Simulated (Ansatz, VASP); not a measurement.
This is a calculation of ZnRe for VASP 6.6.1.

Contents of INCAR:

```
PREC = Accurate ; ENCUT = 600
EDIFF = 1E-7 ; ISMEAR = -1
SIGMA = 0.05 ; LREAL = F
LASPH = T ; NELM = 100
ALGO = Normal ; ISIF = 3
LWAVE = F ; LCHARG = F
GGA = PE ; IBRION = 2
NSW = 60 ; EDIFFG = -0.01
```

KPOINTS

```
Automatic mesh
0
Gamma
  11 11 6
```

File POSCAR:

```
ZnRe
1.0
    2.7482183437      0.0000000000      0.0000000000
   -1.3741091718      2.3800269008      0.0000000000
    0.0000000000      0.0000000000      4.4940660000
Re Zn
1 1
Direct
    0.3333333333      0.6666666667      0.5000000000
    0.0000000000      0.0000000000      0.0000000000
```

Potentials or basis: VASP PAW PBE potentials, release 64 (Re, Zn).

Launch:

```sh
$ cat potpaw_PBE.64/Re/POTCAR potpaw_PBE.64/Zn/POTCAR > POTCAR
$ mpirun -np 1 vasp_std > vasp.out
```

Set up the same calculation for Ansatz 0.2.0. Potentials there: Ansatz PAW.

As run (the cutoff follows the program's own potentials):

File input.yaml:

```yaml
crystal:
  lattice:
    - [2.7482183437, 0.0, 0.0]
    - [-1.3741091718, 2.3800269008, 0.0]
    - [0.0, 0.0, 4.494066]
  atoms:
    - { symbol: Re, position: [0.3333333333, 0.6666666667, 0.5] }
    - { symbol: Zn, position: [0.0, 0.0, 0.0] }
hamiltonian:
  xc: pbe
  pseudopotentials: { kind: paw }
kpoints:
  mp_grid: { grid: [11, 11, 6] }
scf:
  occupations: { method: fermi_dirac, width: 0.05 }
output:
  forces: true
  stress: true
  eigenvalues: true
relax:
  f_tol: 0.01
  max_steps: 40
  cell: { stress_tol: 0.05 }
```

Potentials or basis: Ansatz PAW.

The run is started by

```sh
$ ansatz run input.yaml --threads 2 --pin off --max-ram 5632MiB --backend cpu --events-out ev --progress --plain --runs-dir out
```

Both were run:

|  | VASP | Ansatz | Ansatz less VASP |
| --- | --- | --- | --- |
| gap on the k mesh at the Fermi level, each at its own relaxed structure (eV) | none | none | - |
| relaxed volume (Å³/atom) | 14.60 | 14.59 | -0.007 |
| relaxed cell length with the largest relative difference (Å) | 4.485 | 4.478 | -0.0072 |

A gap of «none» marks a metal or a gap that the smearing closes. The two sets of potentials don't hold the same shells in valence.

Caveats: the plane-wave basis is chosen anew once the cell has moved, so the energies of steps on either side of that aren't comparable (Ansatz). Spin-orbit coupling is left out, which matters for the levels of Re.
